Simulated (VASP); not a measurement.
The system is GaAs.

```
Ga As
1.0
     0.00000    2.82523    2.82523
     2.82523    0.00000    2.82523
     2.82523    2.82523    0.00000
Ga As
1 1
Direct
  0.00000 0.00000 0.00000
  0.25000 0.25000 0.25000
```

The cell was built by a generator and needn't be a form met in nature.

Base run:

```yaml
Program: VASP 6.6.1
Functional: PBE
Potentials_or_basis: VASP PAW PBE potentials, release 64 (Ga_d, As)
Cutoff: 520 eV
k_mesh: 10 × 10 × 10
Occupations: gaussian, width 0.02 eV
Spin: no spin polarisation
```

Its results: band gap on the k mesh 0.53 eV, direct; pressure 3.6 GPa.

Problem. The run is repeated on the same cell with these changes: functional from PBE to HSE06; k mesh from 10 × 10 × 10 to 6 × 6 × 6. What comes out?

Solution. Band gap on the k mesh 1.45 eV, direct; pressure 1.1 GPa.

Several settings changed at once, so the effect can't be laid on one alone.

Caveats: the PAW data sets were made with another functional, which shifts forces and pressure a little (some runs).
